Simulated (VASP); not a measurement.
Set up this calculation in VASP 6.6.1, as the native input.

```
Task                   : single point
Functional             : PBE
Potentials or basis    : VASP PAW PBE potentials, release 64 (K_sv, La, C)
Cutoff                 : 520 eV
k mesh                 : 10 × 10 × 10
Occupations            : gaussian, width 0.1 eV
Spin                   : no spin polarisation
Dipole correction      : no
Further INCAR settings : ALGO = Fast; EDIFF = 1e-06; NBANDS = 19
```

The structure of KLaC lies in POSCAR:

```
KLaC
1.0
    3.1479720848     -3.1945321912      0.0000000000
    3.1479720848      3.1945321912      0.0000000000
    0.0000000000      0.0000000000      4.5932358662
K La C
1 1 1
Direct
    0.5000000000      0.5000000000      0.5000000000
    0.0000000000      0.0000000000      0.5000000000
    0.5000000000      0.5000000000      0.0000000000
```

The cell was built by a generator and needn't be a form met in nature.

The cell isn't the ideal one: random cell by space group and Wyckoff sites (Cmmm, No. 65).

One way to write it, as run:

INCAR

```
SYSTEM = KLaC
PREC = Accurate ; ENCUT = 520
EDIFF = 1E-6 ; ISMEAR = 0
SIGMA = 0.1 ; LREAL = .FALSE.
LASPH = .TRUE. ; NELM = 100
ALGO = Fast ; ISIF = 2
LWAVE = .FALSE. ; LCHARG = .FALSE.
GGA = PE ; NBANDS = 19
```

KPOINTS

```
regular mesh
0
G
  10 10 10
  0 0 0
```

Potentials or basis: VASP PAW PBE potentials, release 64 (K_sv, La, C).

Run with:

```bash
$ cat potpaw_PBE.64/K_sv/POTCAR potpaw_PBE.64/La/POTCAR potpaw_PBE.64/C/POTCAR > POTCAR
$ mpirun -np 1 vasp_std > vasp.out
```

Results of the run:

The pressure is 0.2 GPa and the band gap on the k mesh is none (metal or under the smearing width).

It took 18 min on 1 thread of Intel(R) Xeon(R) Platinum 8488C (Sapphire Rapids) (shared host), peak memory 0.55 GiB.
